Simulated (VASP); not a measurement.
All values below come from PBE GGA, VASP's PBE PAW potentials (set 64) (plane waves; VASP 6.6.1).

VASP ran on this input.

INCAR:
```
SYSTEM = BeHg3Te4
PREC = Accurate; ENCUT = 400; LREAL = F
LASPH = T
EDIFF = 1E-6; NELM = 100; ALGO = Normal
LMAXMIX = 6
ISMEAR = 0; SIGMA = 0.05
GGA = PE
LWAVE = F; LCHARG = T
```

POSCAR:
```
BeHg3Te4
1.0
  6.3959603816   0.0000000000   0.0000000000
  0.0000000000   6.3959603816   0.0000000000
  0.0000000000   0.0000000000   6.3959603816
Hg Te Be
3 4 1
Cart
  0.0000000000   6.3959603816   6.3959603816
  3.1979801908   3.1979801908   6.3959603816
  3.1979801908   0.0000000000   3.1979801908
  1.4406145000   1.7573656908   1.7573656908
  4.9553458816   4.6385946908   1.7573656908
  4.9553458816   1.7573656908   4.6385946908
  1.4406145000   4.6385946908   4.6385946908
  0.0000000000   3.1979801908   3.1979801908
```

**KPOINTS**
```
Automatic mesh
0
Gamma
3 3 3
0 0 0
```

POTCAR, in this order: Hg Te Be (PBE.64 set). Program: vasp_std.

Output

**OUTCAR**
```
 ion  position               nearest neighbor table
   1  0.000  0.000  0.000-   4 2.87   5 2.87   6 2.87   7 2.87
   2  0.500  0.500  0.000-   4 2.87   5 2.87   6 2.87   7 2.87
   3  0.500  0.000  0.500-   4 2.87   5 2.87   6 2.87   7 2.87
   4  0.225  0.275  0.275-   8 2.50   2 2.87   3 2.87   1 2.87
   5  0.775  0.725  0.275-   8 2.50   2 2.87   3 2.87   1 2.87
   6  0.775  0.275  0.725-   8 2.50   2 2.87   3 2.87   1 2.87
   7  0.225  0.725  0.725-   8 2.50   2 2.87   3 2.87   1 2.87
   8  0.000  0.500  0.500-   4 2.50   5 2.50   6 2.50   7 2.50
  LATTYP: Found a simple cubic cell.
 ALAT       =     6.3959603816
 Subroutine PRICEL returns:
 Original cell was already a primitive cell.
 Subroutine GETGRP returns: Found 24 space group operations
The static configuration has the point symmetry D_2d.
 The point group associated with its full space group is T_d .
The dynamic configuration has the point symmetry D_2d.
 Subroutine INISYM returns: Found 24 space group operations
 Subroutine IBZKPT returns following result:
 Found      4 irreducible k-points:

 Following reciprocal coordinates:
            Coordinates               Weight
  0.000000  0.000000  0.000000      1.000000
  0.333333  0.000000  0.000000      6.000000
  0.333333  0.333333  0.000000     12.000000
  0.333333  0.333333  0.333333      8.000000
   k-points           NKPTS =      4   k-points in BZ     NKDIM =      4   number of bands    NBANDS=     37
   number of dos      NEDOS =    301   number of ions     NIONS =      8
   total plane-waves  NPLWV =  74088
   dimension x,y,z NGX =    42 NGY =   42 NGZ =   42
   dimension x,y,z NGXF=    84 NGYF=   84 NGZF=   84
   ions per type =               3   4   1
   PREC   = accura    normal or accurate (medium, high low for compatibility)
   ISTART =      0    job   : 0-new  1-cont  2-samecut
   ICHARG =      2    charge: 1-file 2-atom 10-const
   ISPIN  =      1    spin polarized calculation?
   LNONCOLLINEAR =      F non collinear calculations
   LSORBIT =      F    spin-orbit coupling
   INIWAV =      1    electr: 0-lowe 1-rand  2-diag
...
```

**OSZICAR**
```
       N       E                     dE             d eps       ncg     rms          rms(c)
DAV:   1     0.339798929153E+03    0.33980E+03   -0.22717E+04   296   0.116E+03
DAV:   2     0.169742084943E+01   -0.33810E+03   -0.32831E+03   332   0.277E+02
DAV:   3    -0.188958246698E+02   -0.20593E+02   -0.20381E+02   363   0.682E+01
DAV:   4    -0.192547811305E+02   -0.35896E+00   -0.35818E+00   368   0.811E+00
DAV:   5    -0.192599468714E+02   -0.51657E-02   -0.51654E-02   345   0.109E+00    0.121E+01
DAV:   6    -0.182436401989E+02    0.10163E+01   -0.26304E+00   321   0.141E+01    0.933E+00
DAV:   7    -0.182452531451E+02   -0.16129E-02   -0.97743E-01   339   0.418E+00    0.447E+00
DAV:   8    -0.182418711716E+02    0.33820E-02   -0.12587E-01   316   0.280E+00    0.978E-01
DAV:   9    -0.182415774943E+02    0.29368E-03   -0.19087E-02   321   0.124E+00    0.361E-01
DAV:  10    -0.182416597711E+02   -0.82277E-04   -0.18278E-03   334   0.302E-01    0.129E-01
DAV:  11    -0.182417393524E+02   -0.79581E-04   -0.13006E-03   363   0.221E-01    0.414E-02
DAV:  12    -0.182417202482E+02    0.19104E-04   -0.18708E-04   316   0.805E-02    0.529E-02
DAV:  13    -0.182417206601E+02   -0.41182E-06   -0.73110E-06   302   0.120E-02
   1 F= -.18241721E+02 E0= -.18240263E+02  d E =-.291506E-02
```

**OUTCAR**
```
------------------------ aborting loop because EDIFF is reached ----------------------------------------
  FORCE on cell =-STRESS in cart. coord.  units (eV):
  Direction    XX          YY          ZZ          XY          YZ          ZX
  --------------------------------------------------------------------------------------
  Total        0.0620767      0.0620767      0.0620767     -0.0000000     -0.0000000      0.0000000
  in kB        0.3801212      0.3801212      0.3801212     -0.0000000     -0.0000000      0.0000000
  external PRESSURE =       0.3801212 kB  Pullay stress =       0.0000000 kB
  volume of cell :      261.65
      direct lattice vectors                 reciprocal lattice vectors
     6.395960382  0.000000000  0.000000000     0.156348686  0.000000000  0.000000000
     0.000000000  6.395960382  0.000000000     0.000000000  0.156348686  0.000000000
     0.000000000  0.000000000  6.395960382     0.000000000  0.000000000  0.156348686
 POSITION                                       TOTAL-FORCE (eV/Angst)
 -----------------------------------------------------------------------------------
      0.00000      0.00000      0.00000         0.000000     -0.000000     -0.000000
      3.19798      3.19798      0.00000         0.000000      0.000000     -0.000000
      3.19798      0.00000      3.19798         0.000000     -0.000000     -0.000000
      1.44061      1.75737      1.75737         0.000399     -0.000399     -0.000399
      4.95535      4.63859      1.75737        -0.000399      0.000399     -0.000399
      4.95535      1.75737      4.63859        -0.000399     -0.000399      0.000399
      1.44061      4.63859      4.63859         0.000399      0.000399      0.000399
      0.00000      3.19798      3.19798         0.000000     -0.000000     -0.000000
 -----------------------------------------------------------------------------------
    total drift:                               -0.000000     -0.000000      0.000000
  FREE ENERGIE OF THE ION-ELECTRON SYSTEM (eV)
  ---------------------------------------------------
  free  energy   TOTEN  =       -18.2417206601 eV

  energy  without entropy=      -18.2388055961  energy(sigma->0) =      -18.24026313
```
(Selected blocks of OUTCAR.)

The structure was generated: BeHg3Te4 was put into an ordered model structure (P-43m), which need not be its known phase. It was relaxed first, which changed the volume by +7 %.
